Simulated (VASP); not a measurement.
Computed with PBEsol GGA, VASP's PBE PAW potentials (set 64) (plane waves; VASP).

VASP input:

File KPOINTS:
```
Automatic
0
G
 8 8 12
0 0 0
```

**POSCAR**
```
P
4.3970650
  0.9999999156   0.0000000010   0.0000000000
 -0.4999998420   0.8660251452   0.0000000000
  0.0000000000   0.0000000000   0.5605368840
P
3
Direct
  0.0000000000   0.0000000000   0.0000000000
  0.3333330000   0.6666670000   0.5000000000
  0.6666670000   0.3333330000   0.4898568481
```

**INCAR**
```
ALGO = Normal
EDIFF = 1E-7
ENCUT = 480
GGA = PS
ISIF = 2
ISMEAR = 1
LASPH = T
LCHARG = F
LREAL = F
LWAVE = F
NELM = 100
PREC = Accurate
SIGMA = 0.1
SYSTEM = P
```

POTCAR, in this order: P (PBE.64 set). Program: vasp_std.

The resulting files:

OUTCAR:
```
 ion  position               nearest neighbor table
   1  0.000  0.000  0.000-   3 2.81   3 2.81   3 2.81   2 2.82   2 2.82   2 2.82   2 2.82   2 2.82
                             2 2.82   3 2.83   3 2.83   3 2.83
   2  0.333  0.667  0.500-   3 2.54   3 2.54   3 2.54   1 2.82   1 2.82   1 2.82   1 2.82   1 2.82
                             1 2.82
   3  0.667  0.333  0.490-   2 2.54   2 2.54   2 2.54   1 2.81   1 2.81   1 2.81   1 2.83   1 2.83
                             1 2.83
  LATTYP: Found a hexagonal cell.
 ALAT       =     4.3970646289
 C/A-ratio  =     0.5605369313
 Subroutine PRICEL returns:
 Original cell was already a primitive cell.
 Subroutine GETGRP returns: Found  6 space group operations
The static configuration has the point symmetry C_3v.
The dynamic configuration has the point symmetry C_3v.
 Subroutine INISYM returns: Found  6 space group operations
 Subroutine IBZKPT returns following result:
 Found     95 irreducible k-points:

 Following reciprocal coordinates:
            Coordinates               Weight
  0.000000  0.000000  0.000000      1.000000
  0.125000 -0.000000  0.000000      6.000000
  0.250000 -0.000000  0.000000      6.000000
  0.375000  0.000000  0.000000      6.000000
  0.500000 -0.000000  0.000000      3.000000
  0.125000  0.125000  0.000000      6.000000
  0.250000  0.125000  0.000000     12.000000
  0.375000  0.125000  0.000000     12.000000
  0.250000  0.250000  0.000000      6.000000
  0.375000  0.250000  0.000000      6.000000
  0.000000  0.000000  0.083333      2.000000
  0.125000 -0.000000  0.083333      6.000000
 -0.000000  0.125000  0.083333      6.000000
  0.250000 -0.000000  0.083333      6.000000
 -0.000000  0.250000  0.083333      6.000000
  0.375000  0.000000  0.083333      6.000000
 -0.000000  0.375000  0.083333      6.000000
  0.500000 -0.000000  0.083333      6.000000
  0.125000  0.125000  0.083333     12.000000
  0.250000  0.125000  0.083333     12.000000
 -0.125000  0.375000  0.083333     12.000000
  0.375000  0.125000  0.083333     12.000000
 -0.125000  0.500000  0.083333     12.000000
  0.250000  0.250000  0.083333     12.000000
  0.375000  0.250000  0.083333     12.000000
  0.000000  0.000000  0.166667      2.000000
  0.125000 -0.000000  0.166667      6.000000
 -0.000000  0.125000  0.166667      6.000000
  0.250000 -0.000000  0.166667      6.000000
 -0.000000  0.250000  0.166667      6.000000
  0.375000  0.000000  0.166667      6.000000
 -0.000000  0.375000  0.166667      6.000000
  0.500000 -0.000000  0.166667      6.000000
  0.125000  0.125000  0.166667     12.000000
  0.250000  0.125000  0.166667     12.000000
 -0.125000  0.375000  0.166667     12.000000
  0.375000  0.125000  0.166667     12.000000
 -0.125000  0.500000  0.166667     12.000000
  0.250000  0.250000  0.166667     12.000000
  0.375000  0.250000  0.166667     12.000000
   k-points           NKPTS =     95   k-points in BZ     NKDIM =     95   number of bands    NBANDS=     11
   number of dos      NEDOS =    301   number of ions     NIONS =      3
   total plane-waves  NPLWV =  18432
   dimension x,y,z NGX =    32 NGY =   32 NGZ =   18
   dimension x,y,z NGXF=    64 NGYF=   64 NGZF=   36
   ions per type =               3
   PREC   = accura    normal or accurate (medium, high low for compatibility)
   ISTART =      0    job   : 0-new  1-cont  2-samecut
   ICHARG =      2    charge: 1-file 2-atom 10-const
   ISPIN  =      1    spin polarized calculation?
   LNONCOLLINEAR =      F non collinear calculations
   LSORBIT =      F    spin-orbit coupling
   INIWAV =      1    electr: 0-lowe 1-rand  2-diag
   ENCUT  =  480.0 eV  35.28 Ry    5.94 a.u.   7.85  7.85  4.40*2*pi/ulx,y,z
...
```

File OSZICAR:
```
       N       E                     dE             d eps       ncg     rms          rms(c)
DAV:   1     0.354251024625E+02    0.35425E+02   -0.60975E+03  2090   0.106E+03
DAV:   2    -0.132190340614E+02   -0.48644E+02   -0.45571E+02  2798   0.159E+02
DAV:   3    -0.156423300744E+02   -0.24233E+01   -0.22663E+01  2800   0.328E+01
DAV:   4    -0.156980776453E+02   -0.55748E-01   -0.55404E-01  2703   0.437E+00
DAV:   5    -0.156992265277E+02   -0.11489E-02   -0.11488E-02  2741   0.502E-01    0.772E+00
DAV:   6    -0.156729966474E+02    0.26230E-01   -0.14138E-02  2480   0.807E-01    0.447E+00
DAV:   7    -0.156613666006E+02    0.11630E-01   -0.24449E-02  2366   0.105E+00    0.174E-01
DAV:   8    -0.156613548493E+02    0.11751E-04   -0.66584E-04  2629   0.210E-01    0.445E-02
DAV:   9    -0.156613567614E+02   -0.19121E-05   -0.14398E-05  3086   0.282E-02    0.147E-02
DAV:  10    -0.156613572813E+02   -0.51998E-06   -0.38530E-07  2573   0.538E-03    0.370E-03
DAV:  11    -0.156613571072E+02    0.17410E-06   -0.67289E-08  1644   0.199E-03    0.466E-04
DAV:  12    -0.156613570876E+02    0.19617E-07   -0.53557E-09  1522   0.622E-04
   1 F= -.15661357E+02 E0= -.15661915E+02  d E =0.167491E-02
```

### OUTCAR
```
------------------------ aborting loop because EDIFF is reached ----------------------------------------
  FORCE on cell =-STRESS in cart. coord.  units (eV):
  Direction    XX          YY          ZZ          XY          YZ          ZX
  --------------------------------------------------------------------------------------
  Total        0.0143161      0.0143160      0.3820568      0.0000000      0.0000000      0.0000000
  in kB        0.5557899      0.5557896     14.8325300      0.0000001      0.0000000      0.0000000
  external PRESSURE =       5.3147032 kB  Pullay stress =       0.0000000 kB
  volume of cell :       41.27
      direct lattice vectors                 reciprocal lattice vectors
     4.397064629  0.000000004  0.000000000     0.227424449  0.131303564  0.000000000
    -2.198531805  3.807968855  0.000000000    -0.000000000  0.262607190  0.000000000
     0.000000000  0.000000000  2.464717114     0.000000000  0.000000000  0.405726075
 POSITION                                       TOTAL-FORCE (eV/Angst)
 -----------------------------------------------------------------------------------
      0.00000      0.00000      0.00000         0.000000     -0.000000      0.029999
     -0.00000      2.53865      1.23236        -0.000000      0.000000     -0.017367
      2.19853      1.26932      1.20736         0.000000      0.000000     -0.012632
 -----------------------------------------------------------------------------------
    total drift:                                0.000000     -0.000000      0.000005
  FREE ENERGIE OF THE ION-ELECTRON SYSTEM (eV)
  ---------------------------------------------------
  free  energy   TOTEN  =       -15.6613570876 eV

  energy  without entropy=      -15.6630319981  energy(sigma->0) =      -15.66191539
```
(Selected blocks of OUTCAR.)

The structure was generated: P was put into the omega type (P6/mmm), which need not be its known phase. This cell was strained or had an atom moved on purpose. VASP warned that the highest band is occupied, so more bands are needed.
